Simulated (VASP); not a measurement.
# A VASP study of SiC (Moissanite 3C) (PBE): structure first, properties next, part 4 of 6

Aim: relax SiC (Moissanite 3C) with PBE, compute its properties on that cell and hold them against experiment. The start is a cell from a database of measured crystal structures.

VASP 6.6.1, plane waves and PAW; the level of theory is named at each step.

So far, gap on the k-mesh (eV): step 2 (full relaxation (PBE)) 1.51; step 6 (density of states (PBE)) 1.44; step 7 (zone-centre phonons (PBE)) 1.51.

## (8) Volume scan with PBE, volume scale 0.94

Level of this step: PBE; plane waves and PAW (Si, C) (VASP).

An equation of state needs energies on both sides of the minimum, all on one mesh and cutoff.

Input file INCAR:

```
SYSTEM = SiC
PREC = Accurate
ENCUT = 520
EDIFF = 1E-06
NELM = 100
ISMEAR = 0
SIGMA = 0.05
LREAL = .FALSE.
ALGO = Normal
GGA = PE
NBANDS = 10
LORBIT = 11
LWAVE = .FALSE.
LCHARG = .FALSE.
KPAR = 2
ISIF = 2
```

Input file POSCAR:

```
SiC
1.0
    0.0000000000      2.1450068949      2.1450068949
    2.1450068949      0.0000000000      2.1450068949
    2.1450068949      2.1450068949      0.0000000000
Si C
1 1
Direct
    0.0000000000      0.0000000000      0.0000000000
    0.2500000000      0.2500000000      0.2500000000
```

Input file KPOINTS:

```
Automatic mesh
0
Gamma
9 9 9
0 0 0
```

Potentials, in the order of the species: Si and C (PBE family, release 64).

Run with:

```
mpirun -np 2 vasp_std
```

The program printed:

```text
[... set-up lines as in an earlier step ...]
 entering main loop
       N       E                     dE             d eps       ncg     rms          rms(c)
DAV:   1     0.208932076185E+01    0.20893E+01   -0.40996E+03   756   0.682E+02
DAV:   2    -0.165059392295E+02   -0.18595E+02   -0.17761E+02   942   0.113E+02
DAV:   3    -0.169941527031E+02   -0.48821E+00   -0.48770E+00   844   0.155E+01
DAV:   4    -0.169959876887E+02   -0.18350E-02   -0.18348E-02   832   0.117E+00
DAV:   5    -0.169959958942E+02   -0.82055E-05   -0.82061E-05   820   0.676E-02    0.932E+00
DAV:   6    -0.150790158493E+02    0.19170E+01   -0.68251E+00   726   0.129E+01    0.416E+00
DAV:   7    -0.150125632561E+02    0.66453E-01   -0.43698E-01   830   0.405E+00    0.187E+00
DAV:   8    -0.150045357201E+02    0.80275E-02   -0.21166E-02   716   0.105E+00    0.162E-01
DAV:   9    -0.150046806529E+02   -0.14493E-03   -0.13427E-03   896   0.230E-01    0.114E-01
DAV:  10    -0.150047787815E+02   -0.98129E-04   -0.18452E-04   768   0.928E-02    0.237E-02
DAV:  11    -0.150047805882E+02   -0.18067E-05   -0.31022E-05   792   0.321E-02    0.571E-03
DAV:  12    -0.150047809442E+02   -0.35602E-06   -0.12037E-06   412   0.762E-03
   1 F= -.15004781E+02 E0= -.15004781E+02  d E =-.919168E-12
```

Run time: 4.8 s. Hardware: 2 MPI ranks of AMD EPYC 7R43, shared host; peak memory 0.2 GiB; 8.2 s of CPU time.

OUTCAR, selected parts (step 8):

```text
   ENCUT  =  520.0 eV  38.22 Ry    6.18 a.u.   5.64  5.64  5.64*2*pi/ulx,y,z

   NELECT =       8.0000    total number of electrons

 E-fermi :   8.8611

 k-point     1 :       0.0000    0.0000    0.0000
  band No.  band energies     occupation
      1      -7.1333      2.00000
      2       8.6452      2.00000
      3       8.6452      2.00000
      4       8.6452      2.00000
      5      15.4347      0.00000
      6      16.2884      0.00000
      7      16.2884      0.00000
      8      16.2884      0.00000
      9      23.4318      0.00000
    ...

  Total        1.8266613      1.8266613      1.8266613      0.0000000      0.0000000     -0.0000000
  in kB      148.2697455    148.2697455    148.2697455      0.0000000      0.0000000     -0.0000000
  external PRESSURE =     148.2697455 kB  Pullay stress =       0.0000000 kB

 POSITION                                       TOTAL-FORCE (eV/Angst)
 -----------------------------------------------------------------------------------
      0.00000      0.00000      0.00000        -0.000000     -0.000000     -0.000000
      1.07250      1.07250      1.07250         0.000000      0.000000      0.000000
 -----------------------------------------------------------------------------------
    total drift:                                0.000000      0.000000      0.000000

  FREE ENERGIE OF THE ION-ELECTRON SYSTEM (eV)
  ---------------------------------------------------
  free  energy   TOTEN  =       -15.0047809442 eV

  energy  without entropy=      -15.0047809442  energy(sigma->0) =      -15.00478094

[... 4 parts as in an earlier step ...]

[... 12 further parts left out ...]
```

The scan keeps the cell's shape and the fractional positions fixed.

This step gave:

| Property | Result |
| --- | --- |
| free energy (TOTEN) | -15.00 eV |
| Fermi energy | 8.861 eV |
| pressure | 14.83 GPa |
| gap on the k-mesh | 1.465 eV |
| least direct gap on the k-mesh | 4.673 eV |

The pressure here is 14.83 GPa.

## (9) Volume scan with PBE, volume scale 0.96

INCAR is that of step 8.

Input file POSCAR:

```
SiC
1.0
    0.0000000000      2.1601130749      2.1601130749
    2.1601130749      0.0000000000      2.1601130749
    2.1601130749      2.1601130749      0.0000000000
Si C
1 1
Direct
    0.0000000000      0.0000000000      0.0000000000
    0.2500000000      0.2500000000      0.2500000000
```

KPOINTS is that of step 8.

Run with:

```
mpirun -np 2 vasp_std
```

The program printed:

```text
[... set-up lines as in an earlier step ...]
 entering main loop
       N       E                     dE             d eps       ncg     rms          rms(c)
DAV:   1     0.466217054136E+01    0.46622E+01   -0.41652E+03   716   0.685E+02
DAV:   2    -0.162204329513E+02   -0.20883E+02   -0.20240E+02   916   0.114E+02
DAV:   3    -0.169625639058E+02   -0.74213E+00   -0.74086E+00   832   0.182E+01
DAV:   4    -0.169659208632E+02   -0.33570E-02   -0.33568E-02   772   0.149E+00
DAV:   5    -0.169659371170E+02   -0.16254E-04   -0.16254E-04   832   0.976E-02    0.909E+00
DAV:   6    -0.151032414546E+02    0.18627E+01   -0.67906E+00   728   0.127E+01    0.404E+00
DAV:   7    -0.150441337552E+02    0.59108E-01   -0.40764E-01   818   0.393E+00    0.183E+00
DAV:   8    -0.150362742877E+02    0.78595E-02   -0.20913E-02   720   0.104E+00    0.162E-01
DAV:   9    -0.150364175088E+02   -0.14322E-03   -0.13930E-03   914   0.231E-01    0.113E-01
DAV:  10    -0.150365194715E+02   -0.10196E-03   -0.19495E-04   758   0.944E-02    0.241E-02
DAV:  11    -0.150365214376E+02   -0.19660E-05   -0.33937E-05   790   0.331E-02    0.578E-03
DAV:  12    -0.150365218071E+02   -0.36958E-06   -0.13099E-06   432   0.791E-03
   1 F= -.15036522E+02 E0= -.15036522E+02  d E =-.122675E-11
```

Run time: 4.8 s. Hardware: 2 MPI ranks; peak memory 0.19 GiB.

OUTCAR, selected parts (step 9):

```text
   ENCUT  =  520.0 eV  38.22 Ry    6.18 a.u.   5.68  5.68  5.68*2*pi/ulx,y,z

   NELECT =       8.0000    total number of electrons

 E-fermi :   8.6172

 k-point     1 :       0.0000    0.0000    0.0000
  band No.  band energies     occupation
      1      -7.2070      2.00000
      2       8.4029      2.00000
      3       8.4029      2.00000
      4       8.4029      2.00000
      5      14.9438      0.00000
      6      15.8941      0.00000
      7      15.8941      0.00000
      8      15.8941      0.00000
      9      23.0633      0.00000
    ...

  Total        1.1816608      1.1816608      1.1816608     -0.0000000      0.0000000      0.0000000
  in kB       93.9169480     93.9169480     93.9169480     -0.0000000      0.0000000      0.0000000
  external PRESSURE =      93.9169480 kB  Pullay stress =       0.0000000 kB

 POSITION                                       TOTAL-FORCE (eV/Angst)
 -----------------------------------------------------------------------------------
      0.00000      0.00000      0.00000        -0.000000     -0.000000     -0.000000
      1.08006      1.08006      1.08006         0.000000      0.000000      0.000000
 -----------------------------------------------------------------------------------
    total drift:                                0.000000      0.000000      0.000000

  FREE ENERGIE OF THE ION-ELECTRON SYSTEM (eV)
  ---------------------------------------------------
  free  energy   TOTEN  =       -15.0365218071 eV

  energy  without entropy=      -15.0365218071  energy(sigma->0) =      -15.03652181

[... 4 parts as in an earlier step ...]

[... 12 further parts left out ...]
```

Numbers from this step:

- free energy (TOTEN): -15.04 eV
- Fermi energy: 8.617 eV
- pressure: 9.392 GPa
- gap on the k-mesh: 1.482 eV
- least direct gap on the k-mesh: 4.650 eV

The pressure falls from 14.83 to 9.39 GPa.

The run ends at a pressure of 9.39 GPa.

## (10) Volume scan with PBE, volume scale 0.98

INCAR is that of step 9.

Input file POSCAR:

```
SiC
1.0
    0.0000000000      2.1750108773      2.1750108773
    2.1750108773      0.0000000000      2.1750108773
    2.1750108773      2.1750108773      0.0000000000
Si C
1 1
Direct
    0.0000000000      0.0000000000      0.0000000000
    0.2500000000      0.2500000000      0.2500000000
```

KPOINTS is that of step 9.

Run with:

```
mpirun -np 2 vasp_std
```

The program printed:

```text
[... set-up lines as in an earlier step ...]
 entering main loop
       N       E                     dE             d eps       ncg     rms          rms(c)
DAV:   1     0.365276473017E+01    0.36528E+01   -0.40235E+03   708   0.682E+02
DAV:   2    -0.163132007986E+02   -0.19966E+02   -0.19152E+02   890   0.110E+02
DAV:   3    -0.169226043173E+02   -0.60940E+00   -0.60852E+00   820   0.174E+01
DAV:   4    -0.169252870111E+02   -0.26827E-02   -0.26825E-02   782   0.144E+00
[...]
DAV:  10    -0.150546896912E+02   -0.10588E-03   -0.20585E-04   770   0.962E-02    0.242E-02
DAV:  11    -0.150546917843E+02   -0.20931E-05   -0.36718E-05   792   0.340E-02    0.586E-03
DAV:  12    -0.150546921723E+02   -0.38793E-06   -0.14224E-06   428   0.820E-03
   1 F= -.15054692E+02 E0= -.15054692E+02  d E =-.156254E-11
```

The job ended after 5 s (2 MPI ranks; peak memory 0.19 GiB).

Parts of OUTCAR (step 10):

```text
  Total        0.5736176      0.5736176      0.5736176     -0.0000000      0.0000000     -0.0000000
  in kB       44.6600053     44.6600053     44.6600053     -0.0000000      0.0000000     -0.0000000
  external PRESSURE =      44.6600053 kB  Pullay stress =       0.0000000 kB

 POSITION                                       TOTAL-FORCE (eV/Angst)
 -----------------------------------------------------------------------------------
      0.00000      0.00000      0.00000        -0.000000     -0.000000     -0.000000
      1.08751      1.08751      1.08751         0.000000      0.000000      0.000000
 -----------------------------------------------------------------------------------
    total drift:                                0.000000      0.000000      0.000000

  FREE ENERGIE OF THE ION-ELECTRON SYSTEM (eV)
  ---------------------------------------------------
  free  energy   TOTEN  =       -15.0546921723 eV

  energy  without entropy=      -15.0546921723  energy(sigma->0) =      -15.05469217

[... 1 part as in an earlier step ...]

[... 2 further parts left out ...]
[key lines of the parts left out:]
E-fermi :   8.3819
```

The pressure falls from 9.39 to 4.47 GPa.

The run ends at a pressure of 4.47 GPa.

## (11) Volume scan with PBE, volume scale 1

INCAR is that of step 10.

Input file POSCAR:

```
SiC
1.0
    0.0000000000      2.1897073425      2.1897073425
    2.1897073425      0.0000000000      2.1897073425
    2.1897073425      2.1897073425      0.0000000000
Si C
1 1
Direct
    0.0000000000      0.0000000000      0.0000000000
    0.2500000000      0.2500000000      0.2500000000
```

KPOINTS is that of step 10.

Run with:

```
mpirun -np 2 vasp_std
```

The program printed:

```text
[... set-up lines as in an earlier step ...]
 entering main loop
       N       E                     dE             d eps       ncg     rms          rms(c)
[... 12 cycles as in an earlier step ...]
   1 F= -.15060563E+02 E0= -.15060563E+02  d E =-.188437E-11
```

Run time: 4.8 s. Hardware: 2 MPI ranks; peak memory 0.2 GiB.

From OUTCAR (step 11):

```text
[... 6 parts as in an earlier step ...]

[... 1 further part left out ...]
[key lines of the parts left out:]
E-fermi :   8.1548
```

The pressure falls from 4.47 to 0.00 GPa.

The run ends at a pressure of 0.00 GPa.

## (12) Volume scan with PBE, volume scale 1.02

INCAR is that of step 11.

Input file POSCAR:

```
SiC
1.0
    0.0000000000      2.2042091383      2.2042091383
    2.2042091383      0.0000000000      2.2042091383
    2.2042091383      2.2042091383      0.0000000000
Si C
1 1
Direct
    0.0000000000      0.0000000000      0.0000000000
    0.2500000000      0.2500000000      0.2500000000
```

KPOINTS is that of step 11.

Run with:

```
mpirun -np 2 vasp_std
```

The program printed:

```text
[... set-up lines as in an earlier step ...]
 entering main loop
       N       E                     dE             d eps       ncg     rms          rms(c)
DAV:   1     0.291108194130E+01    0.29111E+01   -0.40248E+03   716   0.677E+02
DAV:   2    -0.162318126243E+02   -0.19143E+02   -0.18132E+02   964   0.108E+02
DAV:   3    -0.168139724510E+02   -0.58216E+00   -0.58072E+00   834   0.168E+01
DAV:   4    -0.168165246628E+02   -0.25522E-02   -0.25520E-02   820   0.135E+00
[...]
DAV:  10    -0.150552777406E+02   -0.11374E-03   -0.22641E-04   770   0.992E-02    0.242E-02
DAV:  11    -0.150552800922E+02   -0.23516E-05   -0.41505E-05   794   0.352E-02    0.594E-03
DAV:  12    -0.150552805403E+02   -0.44812E-06   -0.15848E-06   448   0.863E-03
   1 F= -.15055281E+02 E0= -.15055281E+02  d E =-.813453E-11
```

Elapsed: 4.8 s, on 2 MPI ranks; peak memory 0.2 GiB.

Parts of OUTCAR (step 12):

```text
  Total       -0.5405228     -0.5405228     -0.5405228     -0.0000000      0.0000000      0.0000000
  in kB      -40.4330197    -40.4330197    -40.4330197     -0.0000000      0.0000000      0.0000000
  external PRESSURE =     -40.4330197 kB  Pullay stress =       0.0000000 kB

 POSITION                                       TOTAL-FORCE (eV/Angst)
 -----------------------------------------------------------------------------------
      0.00000      0.00000      0.00000         0.000000      0.000000      0.000000
      1.10210      1.10210      1.10210        -0.000000     -0.000000     -0.000000
 -----------------------------------------------------------------------------------
    total drift:                                0.000000      0.000000      0.000000

  FREE ENERGIE OF THE ION-ELECTRON SYSTEM (eV)
  ---------------------------------------------------
  free  energy   TOTEN  =       -15.0552805403 eV

  energy  without entropy=      -15.0552805403  energy(sigma->0) =      -15.05528054

[... 1 part as in an earlier step ...]

[... 2 further parts left out ...]
[key lines of the parts left out:]
E-fermi :   7.9275
```

The pressure falls from 0.00 to -4.04 GPa.

The run ends at a pressure of -4.04 GPa.

## (13) Volume scan with PBE, volume scale 1.04

INCAR is that of step 12.

Input file POSCAR:

```
SiC
1.0
    0.0000000000      2.2185225857      2.2185225857
    2.2185225857      0.0000000000      2.2185225857
    2.2185225857      2.2185225857      0.0000000000
Si C
1 1
Direct
    0.0000000000      0.0000000000      0.0000000000
    0.2500000000      0.2500000000      0.2500000000
```

KPOINTS is that of step 12.

Run with:

```
mpirun -np 2 vasp_std
```

The program printed:

```text
[... set-up lines as in an earlier step ...]
 entering main loop
       N       E                     dE             d eps       ncg     rms          rms(c)
DAV:   1     0.571441283461E+01    0.57144E+01   -0.38929E+03   724   0.667E+02
DAV:   2    -0.159952927324E+02   -0.21710E+02   -0.19967E+02   986   0.113E+02
DAV:   3    -0.167467199803E+02   -0.75143E+00   -0.74912E+00   808   0.186E+01
DAV:   4    -0.167503010642E+02   -0.35811E-02   -0.35807E-02   822   0.161E+00
[...]
DAV:  10    -0.150399140698E+02   -0.11778E-03   -0.23870E-04   766   0.101E-01    0.243E-02
DAV:  11    -0.150399165054E+02   -0.24356E-05   -0.44296E-05   796   0.359E-02    0.603E-03
DAV:  12    -0.150399169870E+02   -0.48165E-06   -0.16848E-06   444   0.888E-03
   1 F= -.15039917E+02 E0= -.15039917E+02  d E =-.909043E-11
```

Run time: 4.6 s. Hardware: 2 MPI ranks; peak memory 0.2 GiB; 8.2 s of CPU time.

Parts of OUTCAR (step 13):

```text
  Total       -1.0507787     -1.0507787     -1.0507787      0.0000000      0.0000000     -0.0000000
  in kB      -77.0903982    -77.0903982    -77.0903982      0.0000000      0.0000000     -0.0000000
  external PRESSURE =     -77.0903982 kB  Pullay stress =       0.0000000 kB

 POSITION                                       TOTAL-FORCE (eV/Angst)
 -----------------------------------------------------------------------------------
      0.00000      0.00000      0.00000         0.000000      0.000000      0.000000
      1.10926      1.10926      1.10926        -0.000000     -0.000000     -0.000000
 -----------------------------------------------------------------------------------
    total drift:                                0.000000      0.000000      0.000000

  FREE ENERGIE OF THE ION-ELECTRON SYSTEM (eV)
  ---------------------------------------------------
  free  energy   TOTEN  =       -15.0399169870 eV

  energy  without entropy=      -15.0399169870  energy(sigma->0) =      -15.03991699

[... 1 part as in an earlier step ...]

[... 2 further parts left out ...]
[key lines of the parts left out:]
E-fermi :   7.7156
```

The pressure falls from -4.04 to -7.71 GPa.

The run ends at a pressure of -7.71 GPa.

## (14) Volume scan with PBE, volume scale 1.06

A prediction first. A parabola through the 6 pressures of evenly scaled cells so far, P = -0.01 -213.0 t +429 t² GPa with t = ln(V/V₁) and V₁ the volume at scale 1, gives -10.96 GPa at t = +0.0583.

INCAR is that of step 13.

Input file POSCAR:

```
SiC
1.0
    0.0000000000      2.2326536838      2.2326536838
    2.2326536838      0.0000000000      2.2326536838
    2.2326536838      2.2326536838      0.0000000000
Si C
1 1
Direct
    0.0000000000      0.0000000000      0.0000000000
    0.2500000000      0.2500000000      0.2500000000
```

KPOINTS is that of step 13.

Run with:

```
mpirun -np 2 vasp_std
```

The program printed:

```text
[... set-up lines as in an earlier step ...]
 entering main loop
       N       E                     dE             d eps       ncg     rms          rms(c)
DAV:   1     0.475669944949E+01    0.47567E+01   -0.39491E+03   724   0.670E+02
DAV:   2    -0.159654539923E+02   -0.20722E+02   -0.19313E+02   890   0.110E+02
DAV:   3    -0.166743771751E+02   -0.70892E+00   -0.70774E+00   850   0.185E+01
DAV:   4    -0.166772846496E+02   -0.29075E-02   -0.29073E-02   792   0.142E+00
[...]
DAV:  10    -0.150153905288E+02   -0.12183E-03   -0.25202E-04   774   0.103E-01    0.245E-02
DAV:  11    -0.150153930729E+02   -0.25440E-05   -0.47469E-05   794   0.368E-02    0.616E-03
DAV:  12    -0.150153935863E+02   -0.51346E-06   -0.18160E-06   476   0.918E-03
   1 F= -.15015394E+02 E0= -.15015394E+02  d E =-.975797E-11
```

Wall time 4.6 s (2 MPI ranks); peak memory 0.2 GiB.

OUTCAR, selected parts (step 14):

```text
  Total       -1.5321764     -1.5321764     -1.5321764      0.0000000     -0.0000000     -0.0000000
  in kB     -110.2872387   -110.2872387   -110.2872387      0.0000000     -0.0000000     -0.0000000
  external PRESSURE =    -110.2872387 kB  Pullay stress =       0.0000000 kB

 POSITION                                       TOTAL-FORCE (eV/Angst)
 -----------------------------------------------------------------------------------
      0.00000      0.00000      0.00000        -0.000000     -0.000000     -0.000000
      1.11633      1.11633      1.11633         0.000000      0.000000      0.000000
 -----------------------------------------------------------------------------------
    total drift:                                0.000000      0.000000      0.000000

  FREE ENERGIE OF THE ION-ELECTRON SYSTEM (eV)
  ---------------------------------------------------
  free  energy   TOTEN  =       -15.0153935863 eV

  energy  without entropy=      -15.0153935863  energy(sigma->0) =      -15.01539359

[... 1 part as in an earlier step ...]

[... 2 further parts left out ...]
[key lines of the parts left out:]
E-fermi :   7.5106
```

The pressure falls from -7.71 to -11.03 GPa. The parabola predicted -10.96 GPa, +0.07 GPa off.

## (15) Comparing the runs

Times are for 2 MPI ranks of AMD EPYC 7R43, shared host. The runs compared:

| no. | volume scale | energy above the lowest point (meV/atom) | pressure (GPa) | gap on the k-mesh (eV) | time | memory (GiB) |
| --- | --- | --- | --- | --- | --- | --- |
| 1 | 0.94 | 27.89 | 14.83 | 1.465 | 4.8 s | 0.2 |
| 2 | 0.96 | 12.02 | 9.392 | 1.482 | 4.8 s | 0.19 |
| 3 | 0.98 | 2.94 | 4.466 | 1.498 | 5 s | 0.19 |
| 4 | 1 | 0 | 0.001971 | 1.513 | 4.8 s | 0.2 |
| 5 | 1.02 | 2.64 | -4.043 | 1.527 | 4.8 s | 0.2 |
| 6 | 1.04 | 10.32 | -7.709 | 1.541 | 4.6 s | 0.2 |
| 7 | 1.06 | 22.58 | -11.03 | 1.553 | 4.6 s | 0.2 |

## (16) Fit for PBE

This step: Birch-Murnaghan fit, PBE; plane waves and PAW (VASP 6.6.1).

No new run; the numbers come from the runs before.

This step gave:

* pressure derivative of the bulk modulus: 3.928
* r.m.s. error of the fit: 1.61e-6 eV/atom
* minimum inside the sampled range: yes
* bulk modulus: 212.1 GPa
* equilibrium volume of the fit: 10.50 Å³/atom

The energy above the fitted minimum by volume:

| volume (Å³/atom) | energy above the fitted minimum (eV/atom) |
| --- | --- |
| 9.869 | 0.0279 |
| 10.079 | 0.0120 |
| 10.289 | 0.00293 |
| 10.499 | -2.2e-6 |
| 10.709 | 0.00264 |
| 10.919 | 0.0103 |
| 11.129 | 0.0226 |

The fitted volume lies +0.02 % from the relaxed one.

[end of part 4 of 6]

[Lines on the potential files, build, host, timing and source positions are cut from VASP's logs without a mark.]

[Logs are printed without paths, hosts, clocks, repeated set-up lines and the standing remarks that a program may print on its own settings, such as how far it seeks lower states.]

[Hosts, paths, dates, database ids (printed as entryN), source tags and the programs' standing remarks are cut or masked in the printed files.]

[A measured line is paired with the nearest computed mode of its activity, which favours agreement.]
